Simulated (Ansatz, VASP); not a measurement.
# Cross-check of HfC between VASP and Ansatz

Wanted: the spread between two codes on one cell, functional and k mesh. The cell is taken from a series of runs on this material, whose earlier steps may have relaxed, scaled, displaced or heated it; both programs get it as it stands.

Calculated with Ansatz 0.2.0; plane waves, with VASP 6.6.1 beside it; zone-centre phonons at LDA.

### Step 1. Starting point

It takes space group Immm (No. 71, orthorhombic). Conventional cell: a = 3.216 Å, b = 3.298 Å, c = 4.560 Å, α = 90.00°, β = 90.00°, γ = 90.00°. Nearest to C lie 6 Hf at 2.28 to 2.30 Å. Nearest to Hf lie 6 C at 2.28 to 2.30 Å. Farther neighbours are not listed.

As a file:

```xyz
2
Lattice="0.0290 2.3031 2.2801 2.3031 0.0290 2.2801 2.3321 2.3321 0.0000" Properties=species:S:1:pos:R:3 pbc="T T T"
C     0.0000    0.0000    0.0000
Hf    2.3321    2.3321    2.2801
```

### Step 2. VASP: zone-centre phonons, LDA

Second derivatives magnify differences that forces hide, and they need a tight electronic threshold.

Lines of VASP's logs that name or quote its potential files are left out, and so is its time.

Input file INCAR:

```
SYSTEM = HfC
PREC = Accurate
ENCUT = 600
EDIFF = 1E-08
NELM = 120
ISMEAR = 1
SIGMA = 0.2
LREAL = .FALSE.
ALGO = Normal
GGA = PW92
NBANDS = 13
LASPH = .TRUE.
LORBIT = 11
LWAVE = .FALSE.
LCHARG = .FALSE.
ISIF = 2
IBRION = 8
GGA_COMPAT = .FALSE.
KPAR = 2
```

Input file POSCAR:

```
HfC
1.0
    0.0290210776      2.3030789723      2.2801236353
    2.3030789723      0.0290210776      2.2801236353
    2.3321000499      2.3321000499      0.0000000000
C Hf
1 1
Direct
    0.0000000000      0.0000000000      0.0000000000
    0.5000000000      0.5000000000      0.5000000000
```

Input file KPOINTS:

```
Automatic mesh
0
Gamma
16 16 16
0 0 0
```

The projector-augmented-wave data sets are C and Hf_pv (LDA family, release 64).

Run with:

```
mpirun -np 2 vasp_std
```

Numbers of over 12 decimals in the logs are rounded to 6 here.

What it wrote:

```text
[banner, memory and clock lines left out]
running    2 mpi-ranks, on    1 nodes
 distrk:  each k-point on    1 cores,    2 groups
 distr:  one band on    1 cores,    1 groups

 POSCAR found type information on POSCAR C Hf
 POSCAR found :  2 types and       2 ions
|                                                                             |
|               ----> ADVICE to this user running VASP <----                  |
|                                                                             |
|     You enforced a specific xc type in the INCAR file but a different       |
|     [... a line on the potential file left out ...]
|     I HOPE YOU KNOW WHAT YOU ARE DOING!                                     |
|                                                                             |

 LDA part: xc-table for (Slater(with rela. corr.)+PW92), standard interpolation
 POSCAR, INCAR and KPOINTS ok, starting setup
 FFT: planning ... GRIDC
 FFT: planning ... GRID_SOFT
 FFT: planning ... GRID
 WAVECAR not read
 entering main loop
       N       E                     dE             d eps       ncg     rms          rms(c)
DAV:   1     0.234890807466E+02    0.23489E+02   -0.86390E+03 16178   0.119E+03
DAV:   2    -0.243024732883E+02   -0.47792E+02   -0.44749E+02 20451   0.219E+02
DAV:   3    -0.260249099804E+02   -0.17224E+01   -0.17119E+01 20265   0.296E+01
DAV:   4    -0.260348859994E+02   -0.99760E-02   -0.99745E-02 17951   0.268E+00
DAV:   5    -0.260349577407E+02   -0.71741E-04   -0.71740E-04 20603   0.207E-01    0.621E+01
DAV:   6    -0.229789629097E+02    0.30560E+01   -0.13954E+01 18656   0.197E+01    0.440E+01
DAV:   7    -0.229047338061E+02    0.74229E-01   -0.63147E-01 18791   0.554E+00    0.253E+01
DAV:   8    -0.228890891369E+02    0.15645E-01   -0.65383E-02 19751   0.197E+00    0.575E+00
DAV:   9    -0.228831052742E+02    0.59839E-02   -0.27811E-02 19261   0.887E-01    0.190E+00
DAV:  10    -0.228826296907E+02    0.47558E-03   -0.18232E-03 19552   0.311E-01    0.678E-02
DAV:  11    -0.228826289762E+02    0.71457E-06   -0.80034E-05 19486   0.798E-02    0.662E-02
DAV:  12    -0.228826287408E+02    0.23533E-06   -0.18596E-06 20339   0.114E-02    0.311E-02
DAV:  13    -0.228826284479E+02    0.29296E-06   -0.74271E-07 19486   0.468E-03    0.161E-03
DAV:  14    -0.228826284491E+02   -0.12419E-08   -0.25862E-08 18791   0.133E-03
   1 F= -.22882628E+02 E0= -.22882489E+02  d E =-.417156E-03
 Linear response reoptimize wavefunctions to high precision
DAV:   1    -0.228826284491E+02    0.50250E-10   -0.62200E-10 13795   0.223E-04
 Linear response DOF=           4
 Linear response progress:
  Degree of freedom:   1/  4
       N       E                     dE             d eps       ncg     rms          rms(c)
RMM:   1    -0.123209955367E+00   -0.12321E+00    0.20517E-02 63240   0.192E+00
RMM:   2    -0.118527292571E+00    0.46827E-02   -0.34980E-03 45794   0.362E-01    0.428E-01
RMM:   3    -0.118854783454E+00   -0.32749E-03   -0.71102E-04 41886   0.152E-01    0.221E-01
RMM:   4    -0.119801235820E+00   -0.94645E-03   -0.43380E-04 42587   0.115E-01    0.367E-02
RMM:   5    -0.119798366585E+00    0.28692E-05   -0.11208E-05 47463   0.246E-02    0.109E-02
RMM:   6    -0.119797327991E+00    0.10386E-05   -0.39430E-07 51279   0.417E-03    0.458E-03
RMM:   7    -0.119785911303E+00    0.11417E-04   -0.92250E-08 50000   0.206E-03    0.287E-03
RMM:   8    -0.119789090696E+00   -0.31794E-05   -0.10777E-08 52718   0.688E-04    0.278E-04
RMM:   9    -0.119788502065E+00    0.58863E-06    0.45114E-09 55618   0.127E-04    0.231E-04
RMM:  10    -0.119788512121E+00   -0.10056E-07   -0.21585E-09 56532   0.300E-05    0.916E-05
RMM:  11    -0.119788516167E+00   -0.40454E-08   -0.12323E-09 54648   0.119E-05    0.255E-05
 first order change of Fermi-energy   0.19348E-03
 force on displaced ion       1 direction 1 :  -7.917  -0.432   0.000
 Linear response progress:
  Degree of freedom:   2/  4
       N       E                     dE             d eps       ncg     rms          rms(c)
RMM:   1    -0.124220424687E+00   -0.12422E+00    0.18808E-02 35399   0.195E+00
RMM:   2    -0.119016042570E+00    0.52044E-02   -0.37973E-03 25874   0.371E-01    0.478E-01
RMM:   3    -0.119343371931E+00   -0.32733E-03   -0.75681E-04 23631   0.157E-01    0.248E-01
RMM:   4    -0.120313643378E+00   -0.97027E-03   -0.44893E-04 23962   0.117E-01    0.394E-02
RMM:   5    -0.120307398100E+00    0.62453E-05   -0.11797E-05 26533   0.254E-02    0.115E-02
RMM:   6    -0.120307474120E+00   -0.76020E-07   -0.38914E-07 28495   0.422E-03    0.467E-03
RMM:   7    -0.120295079146E+00    0.12395E-04   -0.10296E-07 27621   0.220E-03    0.290E-03
RMM:   8    -0.120298702538E+00   -0.36234E-05   -0.13344E-08 29300   0.713E-04    0.304E-04
RMM:   9    -0.120298016986E+00    0.68555E-06   -0.86057E-09 30800   0.135E-04    0.222E-04
RMM:  10    -0.120298004929E+00    0.12057E-07   -0.11088E-08 31173   0.331E-05    0.391E-05
RMM:  11    -0.120298015534E+00   -0.10605E-07   -0.21403E-09 30201   0.128E-05    0.863E-06
RMM:  12    -0.120298050166E+00   -0.34632E-07   -0.49503E-09 29088   0.849E-06    0.102E-05
RMM:  13    -0.120298049564E+00    0.60157E-09   -0.15800E-09 24033   0.589E-06    0.272E-06
 first order change of Fermi-energy   0.11212E-02
 force on displaced ion       1 direction 3 :   0.000   0.000  -9.202
 Linear response progress:
  Degree of freedom:   3/  4
       N       E                     dE             d eps       ncg     rms          rms(c)
RMM:   1    -0.213229799079E+00   -0.21323E+00    0.37046E+00 31613   0.118E+01
RMM:   2    -0.208963052191E+00    0.42667E-02   -0.30505E-02 44034   0.127E+00    0.541E-01
RMM:   3    -0.208324874035E+00    0.63818E-03   -0.96714E-04 55258   0.147E-01    0.212E-01
RMM:   4    -0.207879835629E+00    0.44504E-03   -0.76637E-05 59515   0.490E-02    0.137E-01
RMM:   5    -0.207470317141E+00    0.40952E-03   -0.29302E-05 60032   0.351E-02    0.135E-02
RMM:   6    -0.207463914504E+00    0.64026E-05   -0.23677E-06 60442   0.100E-02    0.563E-03
RMM:   7    -0.207475392923E+00   -0.11478E-04    0.92806E-08 64401   0.246E-03    0.621E-03
RMM:   8    -0.207476497420E+00   -0.11045E-05   -0.27405E-06 65061   0.558E-04    0.127E-03
RMM:   9    -0.207476796981E+00   -0.29956E-06   -0.20248E-06 66007   0.273E-04    0.103E-04
RMM:  10    -0.207477104985E+00   -0.30800E-06   -0.14027E-06 64217   0.102E-04    0.745E-05
RMM:  11    -0.207477144138E+00   -0.39153E-07   -0.64097E-07 69276   0.413E-05    0.781E-05
RMM:  12    -0.207477167600E+00   -0.23463E-07   -0.33725E-07 64720   0.223E-05    0.192E-06
RMM:  13    -0.207477167913E+00   -0.31306E-09   -0.17233E-07 61415   0.156E-05    0.105E-05
RMM:  14    -0.207477170724E+00   -0.28111E-08   -0.10059E-07 54013   0.122E-05    0.955E-06
RMM:  15    -0.207477174860E+00   -0.41353E-08   -0.52320E-08 50217   0.107E-05    0.448E-06
 first order change of Fermi-energy  -0.12230E-03
 force on displaced ion       2 direction 1 :  -7.917  -0.434   0.000
 Linear response progress:
  Degree of freedom:   4/  4
       N       E                     dE             d eps       ncg     rms          rms(c)
RMM:   1    -0.211928075520E+00   -0.21193E+00    0.38028E+00 18088   0.119E+01
RMM:   2    -0.207970908790E+00    0.39572E-02   -0.30416E-02 24947   0.127E+00    0.578E-01
RMM:   3    -0.207289951618E+00    0.68096E-03   -0.98198E-04 30868   0.150E-01    0.238E-01
RMM:   4    -0.206813465231E+00    0.47649E-03   -0.84263E-05 33310   0.521E-02    0.146E-01
RMM:   5    -0.206400808089E+00    0.41266E-03   -0.31783E-05 33506   0.364E-02    0.147E-02
RMM:   6    -0.206396478478E+00    0.43296E-05   -0.97773E-06 33478   0.107E-02    0.685E-03
RMM:   7    -0.206405952232E+00   -0.94738E-05    0.25797E-06 36345   0.259E-03    0.703E-03
RMM:   8    -0.206407138382E+00   -0.11862E-05   -0.29516E-06 35968   0.600E-04    0.177E-03
RMM:   9    -0.206407594103E+00   -0.45572E-06   -0.22411E-06 36759   0.291E-04    0.157E-04
RMM:  10    -0.206407956833E+00   -0.36273E-06   -0.17754E-06 36068   0.108E-04    0.101E-04
RMM:  11    -0.206407993243E+00   -0.36410E-07   -0.68260E-07 38629   0.457E-05    0.917E-05
RMM:  12    -0.206408029282E+00   -0.36039E-07   -0.42763E-07 36694   0.251E-05    0.337E-05
RMM:  13    -0.206408036112E+00   -0.68299E-08   -0.17688E-07 34611   0.173E-05    0.186E-06
RMM:  14    -0.206408037217E+00   -0.11049E-08   -0.12266E-07 28442   0.134E-05    0.111E-05
RMM:  15    -0.206408038767E+00   -0.15501E-08   -0.48300E-08 26649   0.115E-05    0.653E-06
 first order change of Fermi-energy  -0.72761E-03
 force on displaced ion       2 direction 3 :   0.000   0.000  -9.198
 Linear response finished
```

From OUTCAR (step 2):

```text
ion  position               nearest neighbor table
   1  0.000  0.000  0.000-   2 2.28   2 2.28   2 2.30   2 2.30   2 2.30   2 2.30
   2  0.500  0.500  0.500-   1 2.28   1 2.28   1 2.30   1 2.30   1 2.30   1 2.30

  LATTYP: Found a body centered orthorhombic cell.
 ALAT       =     3.2160035163
 B/A-ratio  =     1.0255236049
 C/A-ratio  =     1.4179857850

 Subroutine GETGRP returns: Found  8 space group operations
 (whereof  8 operations were pure point group operations)

The static configuration has the point symmetry D_2h.

 Found    621 irreducible k-points:

   k-points           NKPTS =    621   k-points in BZ     NKDIM =    621   number of bands    NBANDS=     13

   dimension x,y,z NGX =    28 NGY =   28 NGZ =   28
   dimension x,y,z NGXF=    56 NGYF=   56 NGZF=   56

   ENCUT  =  600.0 eV  44.10 Ry    6.64 a.u.   6.47  6.47  6.59*2*pi/ulx,y,z

   NELECT =      14.0000    total number of electrons

 k-points in reciprocal lattice and weights: Automatic mesh
   0.00000000  0.00000000  0.00000000       0.000
   0.06250000 -0.00000000  0.00000000       0.001
   0.12500000 -0.00000000  0.00000000       0.001
   0.18750000 -0.00000000  0.00000000       0.001
   0.25000000 -0.00000000  0.00000000       0.001
   0.31250000 -0.00000000  0.00000000       0.001
   0.37500000 -0.00000000  0.00000000       0.001
   0.43750000 -0.00000000  0.00000000       0.001
   0.50000000 -0.00000000  0.00000000       0.000
[...]
0.25000000  0.25000000  0.50000000       0.000
  -0.25000000  0.25000000  0.50000000       0.000

 average (electrostatic) potential at core
       1 -51.5853       2 -35.2741

  Total       -0.6388273     -0.6388273      0.0371205     -0.6610104      0.0000000      0.0000000
  in kB      -42.3211006    -42.3211006      2.4591634    -43.7906906      0.0000000      0.0000000
  external PRESSURE =     -27.3943459 kB  Pullay stress =       0.0000000 kB

  energy-cutoff  :      600.00
  volume of cell :       24.18
      direct lattice vectors                 reciprocal lattice vectors
     0.029021078  2.303078972  2.280123635    -0.219871271  0.219871271  0.219286355
     2.303078972  0.029021078  2.280123635     0.219871271 -0.219871271  0.219286355
     2.332100050  2.332100050  0.000000000     0.214399035  0.214399035 -0.219286355

 POSITION                                       TOTAL-FORCE (eV/Angst)
 -----------------------------------------------------------------------------------
      0.00000      0.00000      0.00000        -0.000000      0.000000      0.000000
      2.33210      2.33210      2.28012         0.000000     -0.000000      0.000000
 -----------------------------------------------------------------------------------
    total drift:                                0.000000      0.000000      0.000000

 Eigenvectors and eigenvalues of the dynamical matrix
 ----------------------------------------------------

   1 f  =   14.136075 THz    88.819578 2PiTHz  471.528703 cm-1    58.462082 meV
             X         Y         Z           dx          dy          dz
      0.000000  0.000000  0.000000    -0.000000   -0.000000    0.967974
      2.332100  2.332100  2.280124     0.000000   -0.000000   -0.251051

   2 f  =   13.465312 THz    84.605052 2PiTHz  449.154468 cm-1    55.688032 meV
             X         Y         Z           dx          dy          dz
      0.000000  0.000000  0.000000     0.684448    0.684448    0.000000
      2.332100  2.332100  2.280124    -0.177569   -0.177569   -0.000000

   3 f  =   12.749462 THz    80.107231 2PiTHz  425.276271 cm-1    52.727514 meV
             X         Y         Z           dx          dy          dz
      0.000000  0.000000  0.000000    -0.684459    0.684459   -0.000000
      2.332100  2.332100  2.280124     0.177528   -0.177528   -0.000000

   4 f/i=    0.000336 THz     0.002113 2PiTHz    0.011220 cm-1     0.001391 meV
             X         Y         Z           dx          dy          dz
      0.000000  0.000000  0.000000    -0.177569   -0.177569    0.000000
      2.332100  2.332100  2.280124    -0.684448   -0.684448    0.000000

   5 f/i=    0.000459 THz     0.002885 2PiTHz    0.015319 cm-1     0.001899 meV
             X         Y         Z           dx          dy          dz
      0.000000  0.000000  0.000000    -0.177527    0.177528   -0.000000
      2.332100  2.332100  2.280124    -0.684459    0.684459   -0.000000

   6 f/i=    0.000666 THz     0.004187 2PiTHz    0.022227 cm-1     0.002756 meV
             X         Y         Z           dx          dy          dz
      0.000000  0.000000  0.000000    -0.000000    0.000000    0.251051
      2.332100  2.332100  2.280124    -0.000000    0.000000    0.967974

 ELASTIC MODULI CONTR FROM IONIC RELAXATION (kBar)
 Direction    XX          YY          ZZ          XY          YZ          ZX
 --------------------------------------------------------------------------------
 XX           0.0000      0.0000      0.0000      0.0000      0.0000      0.0000
 YY           0.0000      0.0000      0.0000      0.0000      0.0000      0.0000
 ZZ           0.0000      0.0000      0.0000      0.0000      0.0000      0.0000
 XY           0.0000      0.0000      0.0000      0.0000      0.0000      0.0000
 YZ           0.0000      0.0000      0.0000      0.0000      0.0000      0.0000
 ZX           0.0000      0.0000      0.0000      0.0000      0.0000      0.0000
 --------------------------------------------------------------------------------
```

(Part 1 of 2 ends here.)

[Lines on the potential files, build, host, timing and source positions are cut from VASP's logs without a mark.]

[Logs are printed without paths, hosts, clocks, repeated set-up lines and the standing remarks that a program may print on its own settings, such as how far it seeks lower states.]

[Hosts, paths, dates, database ids (printed as entryN), source tags and the programs' standing remarks are cut or masked in the printed files.]
